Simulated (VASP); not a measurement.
A run of VASP 6.6.1 is set up as follows.

The input INCAR:

```
PREC = Accurate
ENCUT = 520
EDIFF = 1E-6
ISMEAR = 0
SIGMA = 0.05
LREAL = F
LASPH = T
NELM = 80
ALGO = Normal
ISIF = 2
LWAVE = F
LCHARG = F
ISPIN = 2
MAGMOM = 1 0
LORBIT = 11
NUPDOWN = 1
LMAXMIX = 4
LDAU = T
LDAUTYPE = 2
LDAUL = 2 -1
LDAUU = 8 0
LDAUJ = 0 0
LDAUPRINT = 1
METAGGA = R2SCAN
LMIXTAU = T
```

KPOINTS

```
Automatic mesh
0
Gamma
  6 6 6
```

POSCAR

```
RuS
1.0
    0.0000000000      2.7642955000      2.7642955000
    2.7642955000      0.0000000000      2.7642955000
    2.7642955000      2.7642955000      0.0000000000
Ru S
1 1
Direct
    0.0000000000      0.0000000000      0.0000000000
    0.2500000000      0.2500000000      0.2500000000
```

Potentials or basis: VASP PAW PBE potentials, release 64 (Ru_pv, S).

Command:

```console
$ cat potpaw_PBE.64/Ru_pv/POTCAR potpaw_PBE.64/S/POTCAR > POTCAR
$ mpirun -np 1 vasp_std > vasp.out
```

(1) What does it give for the pressure?

Answers

(1) -5.1 GPa.

Caveat: the PAW data sets were made with another functional, which shifts forces and pressure a little; the total moment is fixed, so each spin has its own Fermi level.
